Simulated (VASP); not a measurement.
Runs of VASP 6.6.1 on GeB2C2. It takes space group Pmm2 (No. 25, orthorhombic). The conventional cell has a = 2.766 Å, b = 4.196 Å, c = 4.692 Å, α = 90.00°, β = 90.00°, γ = 90.00°. Ge (site symmetry mm2) is surrounded by 6 C at 2.51 to 2.69 Å and 6 B at 2.59 to 2.73 Å and 2 Ge at 2.77 Å. B (site symmetry mm2) is surrounded by 3 C at 1.57 to 1.59 Å. Around B (site symmetry mm2) lie 3 C at 1.57 to 1.59 Å. C (site symmetry mm2) is surrounded by 3 B at 1.57 Å. Around C (site symmetry mm2) lie 3 B at 1.59 Å. The cell was built by a generator and needn't be a form met in nature.

| task | level | cell | k mesh | k mesh for the DOS | occupations for the DOS | gap on the mesh (eV) | pressure (GPa) | relaxed volume (Å³/atom) | largest force (eV/Å) |
| --- | --- | --- | --- | --- | --- | --- | --- | --- | --- |
| single point | r2SCAN | Pmm2, 10.89 Å³/atom | 10 × 8 × 6 | - | - | none | (c) | - | 0.15 |
| relaxation of cell and atoms | PBE | relaxed | 10 × 8 × 6 | - | - | none | 0.0 | 10.89 | - |
| single point | r2SCAN | P-3m1, 9.51 Å³/atom | 12 × 12 × 4 | - | - | none | (a) | - | 0.02 |
| single point | r2SCAN | P-3m1, 10.5 Å³/atom | 12 × 12 × 4 | - | - | none | (b) | - | 0.10 |
| relaxation of cell and atoms | PBE | relaxed | 12 × 12 × 4 | - | - | none | 0.0 | 10.49 | - |

Alike in all rows: potentials or basis VASP PAW PBE potentials, release 64 (Ge_d, B, C); no spin polarisation; cutoff (eV) 520; smearing gaussian 0.1 eV.

Estimate the missing entries.

(a) -1.6; (b) -1.9; (c) -2.3.

Caveats: the PAW data sets were made with another functional, which shifts forces and pressure a little (some runs); this functional lacks dispersion, which binds the layers, so the pressure and a relaxed spacing across them are unreliable (some runs).

A k mesh can miss the band edges, and the runs leave out spin-orbit coupling on Ge.

A gap of «none» marks a metal or a gap under the smearing width.
